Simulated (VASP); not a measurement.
Input of a VASP 6.6.1 run:

The input INCAR:

```
SYSTEM = CaSc
PREC = Accurate
ENCUT = 520
EDIFF = 1E-6
ISMEAR = -1
SIGMA = 0.05
LREAL = .FALSE.
LASPH = .TRUE.
NELM = 100
ALGO = Normal
ISIF = 2
LWAVE = .FALSE.
LCHARG = .TRUE.
LDIPOL = .TRUE.
IDIPOL = 3
DIPOL = 0.5 0.5 0.294
GGA = PS
LELF = .TRUE.
LVHAR = .TRUE.
LVACPOTAV = .TRUE.
```

Contents of KPOINTS:

```
Automatic mesh
0
G
  4 8 1
  0 0 0
```

POSCAR

```
CaSc
1.0
    6.5366700000      0.0000000000      0.0000000000
    0.0000000000      3.2053400000      0.0000000000
    0.0000000000      0.0000000000     23.8000000000
Ca Sc
1 1
Direct
    0.0000000000      0.0000000000      0.2941200000
    0.5000000000      0.0000000000      0.2941200000
```

Potentials or basis: VASP PAW PBE potentials, release 64 (Ca_sv, Sc_sv).

The run is started by

```console
$ cat potpaw_PBE.64/Ca_sv/POTCAR potpaw_PBE.64/Sc_sv/POTCAR > POTCAR
$ mpirun -np 1 vasp_std > vasp.out
```

(1) Predict the work function of the upper face.

(2) Predict the work function of the lower face.

(3) Predict the band gap on the k mesh.

## Answers

(1) 3.27 eV.

(2) 3.27 eV.

(3) none (metal or under the smearing width).
